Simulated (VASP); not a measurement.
Input of a VASP 6.6.1 run:

File INCAR:

```
PREC = Accurate
ENCUT = 400
EDIFF = 1E-6
ISMEAR = 0
SIGMA = 0.01
LREAL = False
LASPH = True
NELM = 80
ALGO = Fast
ISIF = 2
LWAVE = False
LCHARG = False
GGA = RP
IVDW = 12
ISYM = 0
```

File KPOINTS:

```
regular mesh
0
Gamma
  1 1 1
```

The input POSCAR:

```
BCl3                                    
1.0
   13.1339316568      0.0000000000      0.0000000000
    0.0000000000     13.6339316568      0.0000000000
    0.0000000000      0.0000000000     14.1339316568
  B               Cl            
     1     3
Selective dynamics
Direct
     0.4999793355000008    0.5036805274000002    0.5000060168000005   F   F   F
     0.4216764073833076    0.4137117358148284    0.4510135276657274   T   T   T
     0.5352266512896893    0.4966434625179538    0.6187786546076295   T   T   T
     0.5431107163409081    0.6006375049249583    0.4302017308316824   T   T   T
```

Potentials or basis: VASP PAW PBE potentials, release 64 (B, Cl).

Command:

```sh
$ cat potpaw_PBE.64/B/POTCAR potpaw_PBE.64/Cl/POTCAR > POTCAR
$ mpirun -np 4 vasp_gam > vasp.out
```

Task: Predict the largest force.

Result: 0.036 eV/Å.

Task: Estimate the dispersion energy per atom.

Result: -0.197 eV.

Forces on the atoms (eV/Å):
```
B    0.002 -0.002  0.000
Cl   0.021  0.026  0.014
Cl  -0.011  0.002 -0.035
Cl  -0.012 -0.027  0.021
```

Caveat: the PAW data sets were made with another functional, which shifts forces and pressure a little.
